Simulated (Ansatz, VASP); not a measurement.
# SiO2: VASP beside Ansatz, part 2 of 2

Wanted: the spread between two codes on one cell, functional and k mesh. The cell is taken from a series of runs on this material, whose earlier steps may have relaxed, scaled, displaced or heated it; both programs get it as it stands.

VASP 6.6.1 and Ansatz 0.2.0.

So far: The structure; Ansatz: G0W0 gap, LDA.

## (3) VASP: G0W0 gap, LDA

Level of this step: G0W0 on LDA; plane waves and PAW (Si_GW, O_GW) (VASP).

The same cell, functional (in two slightly different forms) and mesh now go to VASP, with its own data sets.

Lines of VASP's logs that name or quote its potential files are left out, and so is its time.

The run reads the wave functions of an earlier VASP run, which isn't shown here.

INCAR reads:

```
SYSTEM = SiO2
PREC = Accurate
ENCUT = 440
ISMEAR = 0
SIGMA = 0.01
LREAL = .FALSE.
GGA = CA
NBANDS = 624
ALGO = EVGW0
NELMGW = 1
ENCUTGW = 140
NOMEGA = 64
PRECFOCK = Fast
NBANDSGW = 40
LWAVE = .FALSE.
LCHARG = .FALSE.
```

POSCAR reads:

```
SiO2
1.0
    4.9329000000      0.0000000000      0.0000000000
    0.0000000000      4.9329000000      0.0000000000
    0.0000000000      0.0000000000      6.3998550000
Si O
4 8
Direct
    0.8150006241      0.8150006241      0.5000000000
    0.6849993759      0.3150006241      0.2500000000
    0.1849993759      0.1849993759      0.0000000000
    0.3150006241      0.6849993759      0.7500000000
    0.2681986737      0.3692509667      0.8022845888
    0.1307490333      0.7681986737      0.5522845888
    0.7318013263      0.6307490333      0.3022845888
    0.8692509667      0.2318013263      0.0522845888
    0.7681986737      0.1307490333      0.4477154112
    0.6307490333      0.7318013263      0.6977154112
    0.2318013263      0.8692509667      0.9477154112
    0.3692509667      0.2681986737      0.1977154112
```

KPOINTS reads:

```
Automatic mesh
0
Gamma
4 4 2
0 0 0
```

Potentials, in the order of the species: Si_GW and O_GW (LDA family, release 64).

On the command line:

```bash
> mpirun -np 8 vasp_std
```

Numbers of over 12 decimals in the logs are rounded to 6 here.

Log:

```text
[banner, memory and clock lines left out]
running    8 mpi-ranks, on    1 nodes
 distrk:  each k-point on    8 cores,    1 groups
 distr:  one band on    1 cores,    8 groups

 POSCAR found type information on POSCAR SiO
 POSCAR found :  2 types and      12 ions
|                                                                             |
|           W    W    AA    RRRRR   N    N  II  N    N   GGGG   !!!           |
|           W    W   A  A   R    R  NN   N  II  NN   N  G    G  !!!           |
|           W    W  A    A  R    R  N N  N  II  N N  N  G       !!!           |
|           W WW W  AAAAAA  RRRRR   N  N N  II  N  N N  G  GGG   !            |
|           WW  WW  A    A  R   R   N   NN  II  N   NN  G    G                |
|           W    W  A    A  R    R  N    N  II  N    N   GGGG   !!!           |
|                                                                             |
|     For optimal performance we recommend to set                             |
|       NCORE = 2 up to number-of-cores-per-socket                            |
|     NCORE specifies how many cores store one orbital (NPAR=cpu/NCORE).      |
|     This setting can greatly improve the performance of VASP for DFT.       |
|     The default, NCORE=1 might be grossly inefficient on modern             |
|     multi-core architectures or massively parallel machines. Do your        |
|     Unfortunately you need to use the default for GW and RPA                |
|     calculations (for HF NCORE is supported but not extensively tested      |
|     yet).                                                                   |
|                                                                             |

|                                                                             |
|           W    W    AA    RRRRR   N    N  II  N    N   GGGG   !!!           |
|           W    W   A  A   R    R  NN   N  II  NN   N  G    G  !!!           |
|           W    W  A    A  R    R  N N  N  II  N N  N  G       !!!           |
|           W WW W  AAAAAA  RRRRR   N  N N  II  N  N N  G  GGG   !            |
|           WW  WW  A    A  R   R   N   NN  II  N   NN  G    G                |
|           W    W  A    A  R    R  N    N  II  N    N   GGGG   !!!           |
|                                                                             |
|     The default for ENCUTGWSOFT is different in this version of VASP.       |
|     please manually set ENCUTGWSOFT =140 in the INCAR file.                 |
|                                                                             |

 LDA part: xc-table for (Slater(with rela. corr.)+CA(PZ))
 , standard interpolation
 found WAVECAR, reading the header
 POSCAR, INCAR and KPOINTS ok, starting setup
 FFT: planning ... GRIDC
 FFT: planning ... GRID_SOFT
 FFT: planning ... GRID
 reading WAVECAR
 the WAVECAR file was read successfully
 initial charge from wavefunction
 available memory per node:     50.39 GB, setting MAXMEM to     51603

 The Fermi energy was updated, please check that it is located mid-gap
 values below the HOMO (VB) or above the LUMO (CB) will cause erroneous energies
 E-fermi :   3.2942

 calculate exact exchange contribution
 the WAVEDER file was read successfully
energies w=
    0.000    0.000    0.546    0.000    1.091    0.000    1.634    0.000
    2.173    0.000    2.707    0.000    3.236    0.000    3.759    0.000
    4.275    0.000    4.784    0.000    5.286    0.000    5.782    0.000
    6.270    0.000    6.752    0.000    7.228    0.000    7.699    0.000
    8.164    0.000    8.625    0.000    9.083    0.000    9.538    0.000
    9.992    0.000   10.445    0.000   10.898    0.000   11.352    0.000
   11.809    0.000   12.269    0.000   12.735    0.000   13.206    0.000
   13.686    0.000   14.174    0.000   14.674    0.000   15.186    0.000
   15.713    0.000   16.257    0.000   16.821    0.000   17.407    0.000
   18.019    0.000   18.659    0.000   19.333    0.000   20.045    0.000
   20.800    0.000   21.605    0.000   22.467    0.000   23.394    0.000
   24.398    0.000   25.490    0.000   26.686    0.000   28.004    0.000
   29.468    0.000   31.104    0.000   32.951    0.000   35.052    0.000
   37.469    0.000   40.282    0.000   43.598    0.000   47.569    0.000
   52.409    0.000   58.440    0.000   66.157    0.000   76.372    0.000
   90.517    0.000  111.362    0.000  145.074    0.000  208.707    0.000
 responsefunction array rank=     608
 LDA part: xc-table for (Slater(with rela. corr.)+CA(PZ))
 , standard interpolation

 min. memory requirement per mpi rank    710.0 MB, per node   5680.4 MB

 allocating   8 responsefunctions rank=   608
 shmem allocating  64 responsefunctions rank=   608
 response function shared by NCSHMEM nodes    1
 Doing            8  frequencies on each core in blocks of           64
NQ=   1    0.0000    0.0000    0.0000,
|.........|.........|.........|.........|.........|.........|.........|.........
 performed       1811000 updates of chi_q(r,r)
 total number of BLAS operations       5234.40 Gflops
NQ=   2    0.2500    0.0000    0.0000,
|.........|.........|.........|.........|.........|.........|.........|.........
 performed       4521000 updates of chi_q(r,r)
 total number of BLAS operations      12527.59 Gflops
NQ=   3    0.5000    0.0000    0.0000,
|.........|.........|.........|.........|.........|.........|.........|.........
 performed       6731000 updates of chi_q(r,r)
 total number of BLAS operations      18768.04 Gflops
NQ=   4    0.2500    0.2500    0.0000,
|.........|.........|.........|.........|.........|.........|.........|.........
 performed       9241000 updates of chi_q(r,r)
 total number of BLAS operations      25593.92 Gflops
NQ=   5    0.5000    0.2500    0.0000,
|.........|.........|.........|.........|.........|.........|.........|.........
 performed      11951000 updates of chi_q(r,r)
 total number of BLAS operations      32836.91 Gflops
NQ=   6    0.5000    0.5000    0.0000,
|.........|.........|.........|.........|.........|.........|.........|.........
 performed      13762000 updates of chi_q(r,r)
 total number of BLAS operations      37711.90 Gflops
NQ=   7    0.0000    0.0000    0.5000,
|.........|.........|.........|.........|.........|.........|.........|.........
 performed      15573000 updates of chi_q(r,r)
 total number of BLAS operations      42722.30 Gflops
NQ=   8    0.2500    0.0000    0.5000,
|.........|.........|.........|.........|.........|.........|.........|.........
 performed      18283000 updates of chi_q(r,r)
 total number of BLAS operations      50218.07 Gflops
NQ=   9    0.5000    0.0000    0.5000,
|.........|.........|.........|.........|.........|.........|.........|.........
 performed      20493000 updates of chi_q(r,r)
 total number of BLAS operations      56670.40 Gflops
NQ=  10    0.2500    0.2500    0.5000,
|.........|.........|.........|.........|.........|.........|.........|.........
 performed      23003000 updates of chi_q(r,r)
 total number of BLAS operations      63426.21 Gflops
NQ=  11    0.5000    0.2500    0.5000,
|.........|.........|.........|.........|.........|.........|.........|.........
 performed      25713000 updates of chi_q(r,r)
 total number of BLAS operations      70820.35 Gflops
NQ=  12    0.5000    0.5000    0.5000,
|.........|.........|.........|.........|.........|.........|.........|.........
 performed      27524000 updates of chi_q(r,r)
 total number of BLAS operations      76177.39 Gflops
 resolving degeneracies of screened two electron integrals

 calculate QP shifts <psi_nk| G(iteration)W_0 |psi_nk>: iteration 1
 entering main loop
```

From OUTCAR (step 3):

```text
ion  position               nearest neighbor table
   1  0.815  0.815  0.500-   6 1.61   9 1.61   7 1.61  10 1.61   2 3.01   4 3.01   2 3.01   4 3.01

  LATTYP: Found a simple tetragonal cell.
 ALAT       =     4.9329000000
 C/A-ratio  =     1.2973818646

 Subroutine GETGRP returns: Found  8 space group operations
 (whereof  2 operations were pure point group operations)

The static configuration has the point symmetry C_2 .
 The point group associated with its full space group is D_4 .

 Found     12 irreducible k-points:

   k-points           NKPTS =     12   k-points in BZ     NKDIM =     32   number of bands    NBANDS=    624

   dimension x,y,z NGX =    36 NGY =   36 NGZ =   48
   dimension x,y,z NGXF=    72 NGYF=   72 NGZF=   96

   ENCUT  =  440.0 eV  32.34 Ry    5.69 a.u.   8.44  8.44 10.95*2*pi/ulx,y,z

   NELECT =      64.0000    total number of electrons

  energy-cutoff  :      440.00
  volume of cell :      155.73
      direct lattice vectors                 reciprocal lattice vectors
     4.932900000  0.000000000  0.000000000     0.202720509  0.000000000  0.000000000
     0.000000000  4.932900000  0.000000000     0.000000000  0.202720509  0.000000000
     0.000000000  0.000000000  6.399855000     0.000000000  0.000000000  0.156253540

 k-points in reciprocal lattice and weights: Automatic mesh
   0.00000000  0.00000000  0.00000000       0.031
   0.25000000  0.00000000  0.00000000       0.125
   0.50000000  0.00000000  0.00000000       0.062
   0.25000000  0.25000000  0.00000000       0.125
   0.50000000  0.25000000  0.00000000       0.125
   0.50000000  0.50000000  0.00000000       0.031
   0.00000000  0.00000000  0.50000000       0.031
   0.25000000  0.00000000  0.50000000       0.125
   0.50000000  0.00000000  0.50000000       0.062
   0.25000000  0.25000000  0.50000000       0.125
   0.50000000  0.25000000  0.50000000       0.125
   0.50000000  0.50000000  0.50000000       0.031

 E-fermi :   3.2942

 QP shifts <psi_nk| G(iteration)W_0 |psi_nk>: iteration 1
 for sc-GW calculations column KS-energies equals QP-energies in previous step
 and V_xc(KS)=  KS-energies - (<T + V_ion + V_H > + <T+V_H+V_ion>^1  + <V_x>^1)
 k-point   1 :       0.0000    0.0000    0.0000
  band No.  KS-energies  QP-energies   sigma(KS)   V_xc(KS)     V^pw_x(r,r')   Z            occupation Imag(sigma)
    ...
     29      -0.3877      -2.0715     -21.5442     -19.4400     -25.3161       0.8002       2.0000       0.0542
     30       0.0360      -1.6093     -21.7971     -19.7401     -25.5976       0.7999       2.0000       0.0539
     31       0.0360      -1.6093     -21.7971     -19.7401     -25.5976       0.7999       2.0000       0.0539
     32       0.5021      -1.1092     -21.9204     -19.9098     -25.6826       0.8014       2.0000       0.0524
     33       6.0863       7.5945      -9.4184     -11.1648      -6.2113       0.8636       0.0000      -0.0421
     34       9.1261      10.9780      -8.5510     -10.7177      -4.7689       0.8547       0.0000      -0.0531
     35       9.1261      10.9780      -8.5510     -10.7177      -4.7689       0.8547       0.0000      -0.0531
     36       9.7576      11.6838      -8.5169     -10.7720      -4.7136       0.8542       0.0000      -0.0534
    ...

 k-point   2 :       0.2500    0.0000    0.0000
  band No.  KS-energies  QP-energies   sigma(KS)   V_xc(KS)     V^pw_x(r,r')   Z            occupation Imag(sigma)
    ...
     29      -0.4783      -2.1918     -21.3442     -19.1991     -25.1302       0.7988       2.0000       0.0548
     30      -0.0641      -1.7187     -21.7328     -19.6639     -25.5299       0.7997       2.0000       0.0541
     31      -0.0379      -1.6958     -21.6989     -19.6263     -25.4959       0.7999       2.0000       0.0540
     32       0.3271      -1.3074     -21.7148     -19.6744     -25.4621       0.8011       2.0000       0.0526
     33       6.7650       8.3482      -9.8038     -11.6462      -6.6056       0.8593       0.0000      -0.0430
     34       9.2671      11.1227      -8.6542     -10.8279      -4.9087       0.8536       0.0000      -0.0529
     35       9.2746      11.1138      -8.7451     -10.9001      -5.0649       0.8534       0.0000      -0.0523
     36       9.5256      11.5429      -9.7830     -12.1603      -6.0088       0.8486       0.0000      -0.0537
    ...

 k-point   3 :       0.5000    0.0000    0.0000
  band No.  KS-energies  QP-energies   sigma(KS)   V_xc(KS)     V^pw_x(r,r')   Z            occupation Imag(sigma)
    ...
     29      -0.2464      -1.9362     -21.4347     -19.3206     -25.2201       0.7993       2.0000       0.0545
     30      -0.2464      -1.9362     -21.4347     -19.3206     -25.2201       0.7993       2.0000       0.0545
     31      -0.0702      -1.7496     -21.4076     -19.3077     -25.1575       0.7997       2.0000       0.0537
     32      -0.0702      -1.7496     -21.4076     -19.3077     -25.1575       0.7997       2.0000       0.0537
     33       8.1942       9.9528     -10.1504     -12.2122      -6.7897       0.8529       0.0000      -0.0475
     34       8.1942       9.9528     -10.1504     -12.2122      -6.7897       0.8529       0.0000      -0.0475
     35       9.4645      11.3031      -8.7851     -10.9415      -5.1451       0.8526       0.0000      -0.0521
     36       9.4645      11.3031      -8.7851     -10.9415      -5.1451       0.8526       0.0000      -0.0521
    ...

 k-point   4 :       0.2500    0.2500    0.0000
  band No.  KS-energies  QP-energies   sigma(KS)   V_xc(KS)     V^pw_x(r,r')   Z            occupation Imag(sigma)
    ...
     29      -0.4448      -2.1787     -21.1374     -18.9658     -24.9152       0.7985       2.0000       0.0553
     30      -0.1795      -1.8514     -21.6416     -19.5498     -25.4493       0.7993       2.0000       0.0546
     31      -0.0697      -1.7300     -21.6604     -19.5842     -25.4463       0.7997       2.0000       0.0539
     32       0.2269      -1.4169     -21.6540     -19.6014     -25.4001       0.8009       2.0000       0.0528
     33       7.3545       9.0047     -10.0677     -11.9963      -6.8628       0.8557       0.0000      -0.0438
     34       8.9442      10.8531      -9.2806     -11.5211      -5.5757       0.8520       0.0000      -0.0522
     35       9.2587      11.1313      -9.3036     -11.5006      -5.6612       0.8524       0.0000      -0.0521
     36       9.5204      11.5010      -9.9837     -12.3246      -6.2614       0.8461       0.0000      -0.0538
    ...

[... 4 further parts left out ...]
```

## (4) Side by side

Known differences besides the potentials themselves: the two LDA forms differ slightly; fixed occupations in Ansatz, narrow Gaussian smearing in VASP; the cutoff is 420 eV in Ansatz and 440 eV in VASP; VASP's log shows a relativistic correction to its local exchange, Ansatz's none; Ansatz integrates over frequency by contour deformation, VASP on a grid of NOMEGA points; Ansatz's G0W0 levels solve the quasiparticle equation, VASP's are linearised. Total energies have different zeros and are not compared.

Compared:

```tsv
quantity	Ansatz	VASP	difference
G0W0 gap on the mesh (eV)	8.72	8.70	+0.01
Kohn-Sham gap under it (eV)	5.58	5.58	0.00
```

## (5) What came out

```yaml
difference_in_g0w0_gap_on_the_mesh_g0w0_gap_lda: 0.012 eV
```

In words: The difference in G0W0 gap on the mesh is 0.012 eV (G0W0 gap, LDA). How closely two codes agree says nothing of how well the functional describes the real material.

[Lines on the potential files, build, host, timing and source positions are cut from VASP's logs without a mark.]

[Logs are printed without paths, hosts, clocks, repeated set-up lines and the standing remarks that a program may print on its own settings, such as how far it seeks lower states.]

[Hosts, paths, dates, database ids (printed as entryN), source tags and the programs' standing remarks are cut or masked in the printed files.]
